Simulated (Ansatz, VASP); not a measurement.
# HfOs in VASP and in Ansatz

```
Hf Os
1.0
     3.23900    0.00000    0.00000
     0.00000    3.23900    0.00000
     0.00000    0.00000    3.23900
Hf Os
1 1
Direct
  0.00000 0.00000 0.00000
  0.50000 0.50000 0.50000
```

Alike in both runs: task single point; functional LDA; k mesh 6 × 6 × 6; occupations gaussian, width 0.1 eV; no spin polarisation.

|  | VASP | Ansatz |
| --- | --- | --- |
| version | VASP 6.6.1 | Ansatz 0.2.0 |
| potentials or method | VASP PAW LDA potentials, release 64 (Hf_pv, Os) | scalar-relativistic, plane waves, PAW |
| plane-wave cutoff (eV) | 520 | 420 |
| valence electrons in the cell | 18 | 42 |

```tsv
	VASP	Ansatz	Ansatz less VASP
gap on the k mesh at the Fermi level (eV)	none	none	-
pressure (GPa)	-8.5	-8.1	+0.37
```

A gap of «none» marks a metal or a gap that the smearing closes. The two sets of potentials don't hold the same shells in valence.

Spin-orbit coupling is left out, which matters for the levels of Hf, Os.
